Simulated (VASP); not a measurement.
Data:

```yaml
crystal:
  lattice:
    - [4.05496, 0.00000, 0.00000]
    - [0.00000, 4.05496, 0.00000]
    - [0.00000, 0.00000, 4.05496]
  atoms:
    - { symbol: K, position: [0.00000, 0.00000, 0.00000] }
    - { symbol: Zn, position: [0.50000, 0.50000, 0.50000] }
    - { symbol: F, position: [0.50000, 0.00000, 0.50000] }
    - { symbol: F, position: [0.00000, 0.50000, 0.50000] }
    - { symbol: F, position: [0.50000, 0.50000, 0.00000] }
```

These are MS2 meta-GGA, VASP's PBE PAW potentials (set 64) (plane waves; VASP 6.6.1) values and carry that method's errors. Numerical set-up: 520 eV cut-off, 6×6×6 Γ-centred mesh, tetrahedra with Blöchl corrections, potentials K_sv Zn F.

Q: Predict the energy per atom (σ→0), band gap (over mesh and band path) with the smallest direct gap where there is one.

A: 
| Quantity | Result |
|---|---|
| band gap (over mesh and band path) | 3.98 eV |
| smallest direct gap (over mesh and band path) | 5.96 eV |
| energy per atom (σ→0) | -6.970 eV/atom |

The compound is KZnF3 in the cubic perovskite structure. It was relaxed first.
